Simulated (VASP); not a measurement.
Output of a VASP run:

### OUTCAR
```
 ion  position               nearest neighbor table
   1  0.667  0.333  0.500-   4 1.99   4 1.99   4 1.99   3 2.00
   2  0.333  0.667  0.000-   3 1.99   3 1.99   3 1.99   4 2.00
   3  0.667  0.333  0.882-   2 1.99   2 1.99   2 1.99   1 2.00
   4  0.333  0.667  0.382-   1 1.99   1 1.99   1 1.99   2 2.00
  LATTYP: Found a hexagonal cell.
 ALAT       =     3.2682913826
 C/A-ratio  =     1.6035510957
 Subroutine PRICEL returns:
 Original cell was already a primitive cell.
 Subroutine GETGRP returns: Found 12 space group operations
The static configuration has the point symmetry C_3v.
 The point group associated with its full space group is C_6v.
The dynamic configuration has the point symmetry C_3v.
 Subroutine INISYM returns: Found 12 space group operations
 Subroutine IBZKPT returns following result:
 Found     24 irreducible k-points:

 Following reciprocal coordinates:
            Coordinates               Weight
  0.000000  0.000000  0.000000      1.000000
  0.142857  0.000000  0.000000      6.000000
  0.285714  0.000000  0.000000      6.000000
  0.428571  0.000000  0.000000      6.000000
  0.142857  0.142857  0.000000      6.000000
  0.285714  0.142857  0.000000     12.000000
  0.428571  0.142857  0.000000      6.000000
  0.285714  0.285714  0.000000      6.000000
  0.000000  0.000000  0.250000      2.000000
  0.142857  0.000000  0.250000     12.000000
  0.285714  0.000000  0.250000     12.000000
  0.428571  0.000000  0.250000     12.000000
  0.142857  0.142857  0.250000     12.000000
  0.285714  0.142857  0.250000     24.000000
  0.428571  0.142857  0.250000     12.000000
  0.285714  0.285714  0.250000     12.000000
  0.000000  0.000000  0.500000      1.000000
  0.142857  0.000000  0.500000      6.000000
  0.285714  0.000000  0.500000      6.000000
  0.428571  0.000000  0.500000      6.000000
  0.142857  0.142857  0.500000      6.000000
  0.285714  0.142857  0.500000     12.000000
  0.428571  0.142857  0.500000      6.000000
  0.285714  0.285714  0.500000      6.000000
   k-points           NKPTS =     24   k-points in BZ     NKDIM =     24   number of bands    NBANDS=     22
   number of dos      NEDOS =    301   number of ions     NIONS =      4
   total plane-waves  NPLWV =  23040
   dimension x,y,z NGX =    24 NGY =   24 NGZ =   40
   dimension x,y,z NGXF=    48 NGYF=   48 NGZF=   80
   ions per type =               2   2
   PREC   = accura    normal or accurate (medium, high low for compatibility)
   ISTART =      0    job   : 0-new  1-cont  2-samecut
   ICHARG =      2    charge: 1-file 2-atom 10-const
   ISPIN  =      1    spin polarized calculation?
   LNONCOLLINEAR =      F non collinear calculations
   LSORBIT =      F    spin-orbit coupling
   INIWAV =      1    electr: 0-lowe 1-rand  2-diag
   ENCUT  =  520.0 eV  38.22 Ry    6.18 a.u.   6.08  6.08  9.74*2*pi/ulx,y,z
   NELM   =    100;   NELMIN=  2; NELMDL= -5     # of ELM steps
   EDIFF  = 0.1E-05   stopping-criterion for ELM
   LREAL  =      F    real-space projection
   NLSPLINE    = F    spline interpolate recip. space projectors
   LMAXMIX     =    4 max onsite mixed and CHGCAR
   VOSKOWN=      0    Vosko Wilk Nusair interpolation
   EDIFFG = -.2E-01   stopping-criterion for IOM
   NSW    =     60    number of steps for IOM
   NBLOCK =      1;   KBLOCK =     60    inner block; outer block
   IBRION =      2    ionic relax: 0-MD 1-quasi-New 2-CG
   NFREE  =      1    steps in history (QN), initial steepest desc. (CG)
   ISIF   =      3    stress and relaxation
   ISYM   =      2    0-nonsym 1-usesym 2-fastsym
   TEIN   =    0.0    initial temperature
   TEBEG  =    0.0;   TEEND  =   0.0 temperature during run
   SMASS  =  -3.00    Nose mass-parameter (am)
   PSTRESS=    0.0 pullay stress
   NELECT =      36.0000    total number of electrons
   EFERMI =   0.00;   METHOD = LEGACY
   ISMEAR =     0;   SIGMA  =   0.05  broadening in eV -4-tet -1-fermi 0-gaus
   IALGO  =     38    algorithm
   LDIAG  =      T    sub-space diagonalisation (order eigenvalues)
...
```

**OSZICAR**
```
       N       E                     dE             d eps       ncg     rms          rms(c)
DAV:   1     0.288420941035E+03    0.28842E+03   -0.18959E+04  1064   0.237E+03
DAV:   2     0.920832348366E+01   -0.27921E+03   -0.26860E+03  1164   0.442E+02
DAV:   3    -0.205090225040E+02   -0.29717E+02   -0.29482E+02  1224   0.153E+02
DAV:   4    -0.210863223535E+02   -0.57730E+00   -0.57684E+00  1164   0.227E+01
DAV:   5    -0.210905930925E+02   -0.42707E-02   -0.42706E-02  1200   0.186E+00    0.147E+01
DAV:   6    -0.177115231269E+02    0.33791E+01   -0.11945E+01  1824   0.733E+01    0.900E+00
DAV:   7    -0.178830245346E+02   -0.17150E+00   -0.26698E+00  1118   0.196E+01    0.538E+00
DAV:   8    -0.179090483780E+02   -0.26024E-01   -0.82800E-01  1590   0.926E+00    0.182E+00
DAV:   9    -0.178443635531E+02    0.64685E-01   -0.19107E-01  1654   0.800E+00    0.340E-01
DAV:  10    -0.178481215798E+02   -0.37580E-02   -0.57287E-02  1092   0.176E+00    0.154E-01
DAV:  11    -0.178480724950E+02    0.49085E-04   -0.16521E-03  1546   0.592E-01    0.378E-02
DAV:  12    -0.178481322589E+02   -0.59764E-04   -0.18438E-04  1438   0.294E-01    0.346E-02
DAV:  13    -0.178481263038E+02    0.59551E-05   -0.41650E-05  1406   0.146E-01    0.123E-02
DAV:  14    -0.178481271944E+02   -0.89054E-06   -0.16302E-05  1134   0.410E-02    0.512E-03
DAV:  15    -0.178481265958E+02    0.59858E-06   -0.18340E-06   802   0.135E-02
   1 F= -.18783794E+02 E0= -.18783794E+02  d E =-.187838E+02
       N       E                     dE             d eps       ncg     rms          rms(c)
DAV:   1    -0.178481281108E+02   -0.91645E-06   -0.40594E-02  1056   0.201E+00    0.182E-01
DAV:   2    -0.178476988691E+02    0.42924E-03   -0.19564E-03  1346   0.782E-01    0.933E-02
DAV:   3    -0.178475615052E+02    0.13736E-03   -0.92128E-05  1466   0.185E-01    0.438E-02
DAV:   4    -0.178475290596E+02    0.32446E-04   -0.60469E-05  1466   0.102E-01    0.569E-03
DAV:   5    -0.178475298714E+02   -0.81173E-06   -0.11542E-05  1098   0.379E-02    0.336E-03
DAV:   6    -0.178475297625E+02    0.10888E-06   -0.26914E-07   528   0.188E-02
   2 F= -.18784011E+02 E0= -.18784011E+02  d E =-.217112E-03
       N       E                     dE             d eps       ncg     rms          rms(c)
DAV:   1    -0.178490024302E+02   -0.14726E-02   -0.20966E-01  1056   0.457E+00    0.415E-01
DAV:   2    -0.178467488138E+02    0.22536E-02   -0.10201E-02  1346   0.178E+00    0.212E-01
DAV:   3    -0.178460416085E+02    0.70721E-03   -0.48003E-04  1472   0.423E-01    0.998E-02
DAV:   4    -0.178458717913E+02    0.16982E-03   -0.31363E-04  1466   0.234E-01    0.131E-02
DAV:   5    -0.178458760144E+02   -0.42230E-05   -0.59729E-05  1092   0.858E-02    0.768E-03
DAV:   6    -0.178458758331E+02    0.18124E-06   -0.14205E-06   590   0.428E-02
   3 F= -.18784224E+02 E0= -.18784224E+02  d E =-.429988E-03
       N       E                     dE             d eps       ncg     rms          rms(c)
DAV:   1    -0.178467695234E+02   -0.89351E-03   -0.21414E-02  1056   0.146E+00    0.113E-01
DAV:   2    -0.178466148638E+02    0.15466E-03   -0.10403E-03  1416   0.536E-01    0.510E-02
DAV:   3    -0.178465810132E+02    0.33851E-04   -0.33114E-05  1492   0.119E-01    0.275E-02
DAV:   4    -0.178465691686E+02    0.11845E-04   -0.20507E-05  1364   0.572E-02    0.429E-03
DAV:   5    -0.178465692458E+02   -0.77279E-07   -0.31456E-06   948   0.188E-02
   4 F= -.18784321E+02 E0= -.18784321E+02  d E =-.964682E-04
```

**OUTCAR**
```
------------------------ aborting loop because EDIFF is reached ----------------------------------------
  Edisp (eV):   -0.93775
  FORCE on cell =-STRESS in cart. coord.  units (eV):
  Direction    XX          YY          ZZ          XY          YZ          ZX
  --------------------------------------------------------------------------------------
  Total       0.07401     0.07401     0.04121     0.00000     0.00000     0.00000
  in kB       2.45053     2.45053     1.36441     0.00000     0.00000     0.00000
  external pressure =        2.09 kB  Pullay stress =        0.00 kB
  volume of cell :       48.39
      direct lattice vectors                 reciprocal lattice vectors
     1.629896199 -2.823063470  0.000000000     0.306768002 -0.177112561 -0.000000000
     1.629896199  2.823063470  0.000000000     0.306768002  0.177112561  0.000000000
    -0.000000000 -0.000000000  5.257804349     0.000000000  0.000000000  0.190193460
  FREE ENERGIE OF THE ION-ELECTRON SYSTEM (eV)
  ---------------------------------------------------
  free  energy   TOTEN  =       -18.7843205109 eV

  energy  without entropy=      -18.7843205109  energy(sigma->0) =      -18.78432051

 reached required accuracy - stopping structural energy minimisation
```
(Selected blocks of OUTCAR.)

**POSCAR**
```
ZnO
1
    1.6341454986    -2.8304234756    -0.0000000000
    1.6341454986     2.8304234756     0.0000000000
   -0.0000000000    -0.0000000000     5.2408722277
Zn O
2 2
Direct
  0.6666670000   0.3333330000   0.5002975683
  0.3333330000   0.6666670000   0.0002975683
  0.6666670000   0.3333330000   0.8817024317
  0.3333330000   0.6666670000   0.3817024317
```

Question: Write an INCAR and KPOINTS that could have produced this output.

Answer: One answer among several that fit: the input of the run itself, PBE GGA with D4 dispersion, plane waves, VASP's PBE PAW potentials (set 64).

File KPOINTS:
```
kpoints
0
Gamma
7 7 4
```

**INCAR**
```
SYSTEM=ZnO
PREC=Accurate; ENCUT=520; LREAL=.FALSE.
LASPH=.TRUE.
EDIFF=1E-6; NELM=100; ALGO=Normal
LMAXMIX=4
ISMEAR=0; SIGMA=0.05
GGA=PE; IVDW=13
IBRION=2; NSW=60; ISIF=3
EDIFFG=-0.02
LWAVE=.FALSE.; LCHARG=.FALSE.
```

POTCAR, in this order: Zn O (PBE.64 set). Program: vasp_std.

The compound is ZnO in the wurtzite structure. This run relaxes it. Symmetry was kept, so distortions that lower it aren't found. The start is the result of an earlier pass.
